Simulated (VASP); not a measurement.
Output of a VASP run:

### OSZICAR
```
       N       E                     dE             d eps       ncg     rms          rms(c)
DAV:   1     0.228273309134E+03    0.22827E+03   -0.14993E+04  1864   0.959E+02
DAV:   2    -0.255478498143E+02   -0.25382E+03   -0.24791E+03  1707   0.370E+02
DAV:   3    -0.337694496619E+02   -0.82216E+01   -0.77707E+01  1856   0.724E+01
DAV:   4    -0.339457338296E+02   -0.17628E+00   -0.17291E+00  1740   0.855E+00
DAV:   5    -0.339492749983E+02   -0.35412E-02   -0.35340E-02  1966   0.105E+00    0.210E+01
DAV:   6    -0.296219780113E+02    0.43273E+01   -0.42533E+01  1713   0.470E+01    0.840E+00
DAV:   7    -0.295582326898E+02    0.63745E-01   -0.27039E+00  1632   0.148E+01    0.352E+00
DAV:   8    -0.295668524196E+02   -0.86197E-02   -0.36955E-01  1818   0.483E+00    0.261E+00
DAV:   9    -0.296361649162E+02   -0.69312E-01   -0.88961E-02  1749   0.241E+00    0.132E+00
DAV:  10    -0.296814183431E+02   -0.45253E-01   -0.67373E-02  1739   0.186E+00    0.101E+00
DAV:  11    -0.297005051362E+02   -0.19087E-01   -0.57139E-02  1745   0.168E+00    0.454E-01
DAV:  12    -0.297039952252E+02   -0.34901E-02   -0.35372E-02  1723   0.119E+00    0.294E-01
DAV:  13    -0.297036427884E+02    0.35244E-03   -0.85765E-03  1646   0.847E-01    0.236E-01
DAV:  14    -0.297043768340E+02   -0.73405E-03   -0.37828E-03  1671   0.481E-01    0.959E-02
DAV:  15    -0.297045901728E+02   -0.21334E-03   -0.68741E-04  1645   0.201E-01    0.305E-02
DAV:  16    -0.297046108571E+02   -0.20684E-04   -0.37087E-05  1733   0.467E-02    0.981E-03
DAV:  17    -0.297046194314E+02   -0.85743E-05   -0.82219E-06  1437   0.183E-02    0.474E-03
DAV:  18    -0.297046212325E+02   -0.18011E-05   -0.46096E-06  1363   0.129E-02    0.346E-03
DAV:  19    -0.297046220031E+02   -0.77061E-06   -0.10547E-06  1024   0.881E-03
   1 F= -.29704622E+02 E0= -.29626792E+02  d E =-.155660E+00  mag=     5.7023
```

OUTCAR:
```
------------------------ aborting loop because EDIFF is reached ----------------------------------------
  FORCE on cell =-STRESS in cart. coord.  units (eV):
  Direction    XX          YY          ZZ          XY          YZ          ZX
  --------------------------------------------------------------------------------------
  Total       -4.3072277     -4.3072277     -4.7296210      0.0000000     -0.0000000      0.0000000
  in kB      -98.6931329    -98.6931329   -108.3715905      0.0000000     -0.0000000      0.0000000
  external PRESSURE =    -101.9192854 kB  Pullay stress =       0.0000000 kB
  volume of cell :       69.92
      direct lattice vectors                 reciprocal lattice vectors
    -1.908775000  1.908775000  4.797909000     0.000000000  0.261948108  0.104212064
     1.908775000 -1.908775000  4.797909000     0.261948108  0.000000000  0.104212064
     1.908775000  1.908775000 -4.797909000     0.261948108  0.261948108  0.000000000
 POSITION                                       TOTAL-FORCE (eV/Angst)
 -----------------------------------------------------------------------------------
      0.00000      0.00000      4.79791         0.000000      0.000000     -0.000000
      1.90877      0.00000      2.39895         0.000000      0.000000     -0.000000
      0.00000      0.00000      2.80102        -0.000000     -0.000000      0.211229
      1.90877      0.00000      0.40206         0.000000      0.000000      0.211229
      1.90877      0.00000      4.39584        -0.000000     -0.000000     -0.211229
      0.00000      0.00000      6.79480        -0.000000     -0.000000     -0.211229
 -----------------------------------------------------------------------------------
    total drift:                               -0.000000      0.000000     -0.000000
  FREE ENERGIE OF THE ION-ELECTRON SYSTEM (eV)
  ---------------------------------------------------
  free  energy   TOTEN  =       -29.7046220031 eV

  energy  without entropy=      -29.5489617644  energy(sigma->0) =      -29.62679188

 total charge

# of ion       s       p       d       tot
------------------------------------------
    1        2.185   6.119   2.985  11.290
    2        2.185   6.119   2.985  11.290
    3        0.547   0.007   0.000   0.554
    4        0.547   0.007   0.000   0.554
    5        0.547   0.007   0.000   0.554
    6        0.547   0.007   0.000   0.554
--------------------------------------------------
tot          6.560  12.267   5.971  24.797

 magnetization (x)

# of ion       s       p       d       tot
------------------------------------------
    1        0.026   0.023   2.398   2.447
    2        0.026   0.023   2.398   2.447
    3       -0.033   0.005   0.000  -0.028
    4       -0.033   0.005   0.000  -0.028
    5       -0.033   0.005   0.000  -0.028
    6       -0.033   0.005   0.000  -0.028
--------------------------------------------------
tot         -0.079   0.066   4.796   4.784
```
(Selected blocks of OUTCAR.)

File POSCAR:
```
VH2
1
   -1.9087750000     1.9087750000     4.7979090000
    1.9087750000    -1.9087750000     4.7979090000
    1.9087750000     1.9087750000    -4.7979090000
V H
2 4
Direct
  0.5000000000   0.5000000000   0.0000000000
  0.2500000000   0.7500000000   0.5000000000
  0.2919000000   0.2919000000   0.0000000000
  0.0419000000   0.5419000000   0.5000000000
  0.4581000000   0.9581000000   0.5000000000
  0.7081000000   0.7081000000   0.0000000000
```

Reconstruct the remaining input files.

One answer among several that fit: the input of the run itself, PBE GGA, plane waves, VASP's PBE PAW potentials (set 64).

**INCAR**
```
# general
SYSTEM   =  VH2
PREC     =  Accurate
ENCUT    =  300
LREAL    =  F
LASPH    =  T

# electronic loop
EDIFF    =  1E-6
NELM     =  100
ALGO     =  Normal
LMAXMIX  =  4

# smearing
ISMEAR   =  -1
SIGMA    =  0.1

# functional
GGA      =  PE

# spin
ISPIN    =  2
MAGMOM   =  2*2.0 4*0.0

# ions
ISIF     =  2

# output
LWAVE    =  F
LCHARG   =  F
LORBIT   =  11
```

**KPOINTS**
```
Automatic mesh
0
Gamma
5 5 5
0 0 0
```

POTCAR, in this order: V_sv H (PBE.64 set). Program: vasp_std.

At this cut-off the stress carries a Pulay error, which pulls relaxed volumes low.

The structure was generated: VH2 was put into an ordered model structure, which need not be its known phase. The cell was not relaxed at this level. The k-mesh is coarse (spacing up to 0.47 per Å, 2π included), so the numbers may not be converged in it.
